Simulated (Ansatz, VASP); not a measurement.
**Na2WF6: VASP beside Ansatz**

Contents of INCAR:

```
SYSTEM = Na2WF6
ALGO = Normal
EDIFF = 1E-6
ENCUT = 520
GGA = PE
ISIF = 2
ISMEAR = 0
ISPIN = 2
LASPH = .TRUE.
LCHARG = .FALSE.
LMAXMIX = 4
LORBIT = 11
LREAL = .FALSE.
LWAVE = .FALSE.
MAGMOM = 0 0 0.99 0 0 0 0 0 0
NBANDS = 49
NELM = 150
PREC = Accurate
SIGMA = 0.1
```

KPOINTS

```
k-points
0
G
  8 8 8
  0 0 0
```

File POSCAR:

```
Na2WF6
1.0
    0.0000000000      4.0894994082      4.0894994082
    4.0894994082      0.0000000000      4.0894994082
    4.0894994082      4.0894994082      0.0000000000
Na W F
2 1 6
Direct
    0.2500000000      0.2500000000      0.2500000000
    0.7500000000      0.7500000000      0.7500000000
    0.0000000000      0.0000000000      0.0000000000
    0.7584632083      0.2415367917      0.2415367917
    0.2415367917      0.7584632083      0.7584632083
    0.2415367917      0.7584632083      0.2415367917
    0.7584632083      0.2415367917      0.7584632083
    0.2415367917      0.2415367917      0.7584632083
    0.7584632083      0.7584632083      0.2415367917
```

Input for Ansatz:

```yaml
crystal:
  lattice:
    - [0.0, 4.0894994082, 4.0894994082]
    - [4.0894994082, 0.0, 4.0894994082]
    - [4.0894994082, 4.0894994082, 0.0]
  atoms:
    - { symbol: Na, position: [0.25, 0.25, 0.25] }
    - { symbol: Na, position: [0.75, 0.75, 0.75] }
    - { symbol: W, position: [0.0, 0.0, 0.0], spin: 0.99 }
    - { symbol: F, position: [0.7584632083, 0.2415367917, 0.2415367917] }
    - { symbol: F, position: [0.2415367917, 0.7584632083, 0.7584632083] }
    - { symbol: F, position: [0.2415367917, 0.7584632083, 0.2415367917] }
    - { symbol: F, position: [0.7584632083, 0.2415367917, 0.7584632083] }
    - { symbol: F, position: [0.2415367917, 0.2415367917, 0.7584632083] }
    - { symbol: F, position: [0.7584632083, 0.7584632083, 0.2415367917] }
basis:
  ecutwfc: 420
kpoints:
  mp_grid: { grid: [8, 8, 8] }
  band_path:
    path:
      - [[0.0, 0.0, 0.0], [0.5, 0.0, 0.5], [0.625, 0.25, 0.625]]
      - [[0.375, 0.375, 0.75], [0.0, 0.0, 0.0], [0.5, 0.5, 0.5], [0.5, 0.25, 0.75], [0.5, 0.0, 0.5]]
    npoints: 14
hamiltonian:
  xc: pbe
scf:
  occupations: { method: gaussian, width: 0.1 }
  n_extra_bands: 22
output:
  forces: true
  stress: true
  eigenvalues: true
  populations: true
  dos: { projected: true, de: 0.02, nscf_kmesh: { grid: [10, 10, 10] } }
  bader: true
  write_density: true
  write_potential: true
  elf: true
  volumetric_format: npy
magnetization:
  spin_polarized: true
checkpoint:
  read: start.run
  write: ck
  compress: false
  write_wavefunctions: false
  write_every: 100000
```

The cell was built by a generator and needn't be a form met in nature.

Alike in both runs: task single point; functional PBE; k mesh 8 × 8 × 8; occupations gaussian, width 0.1 eV; collinear spin.

|  | VASP | Ansatz |
| --- | --- | --- |
| version | VASP 6.6.1 | Ansatz 0.2.0 |
| potentials or method | VASP PAW PBE potentials, release 64 (Na_pv, W_sv, F) | scalar-relativistic, plane waves, PAW |
| plane-wave cutoff (eV) | 520 | 420 |
| valence electrons in the cell | 70 | 74 |

```csv
,VASP,Ansatz,Ansatz less VASP
gap on the k mesh at the Fermi level (eV),none,none,-
pressure (GPa),0.7,0.0,-0.70
rms of the force components (eV/Å),0.097,0.001,-0.0958
net moment per atom (μB),0.22,0.22,0.000
size of the moment on the site where the two differ most (μB),1.58,0.90,-0.677
```

Site moments also hang on the region over which each program counts them. Atom by atom the forces differ by 0.096 eV/Å (rms over components). A gap of «none» marks a metal or a gap that the smearing closes. The two sets of potentials don't hold the same shells in valence.

Spin-orbit coupling is left out, which matters for the levels of W.
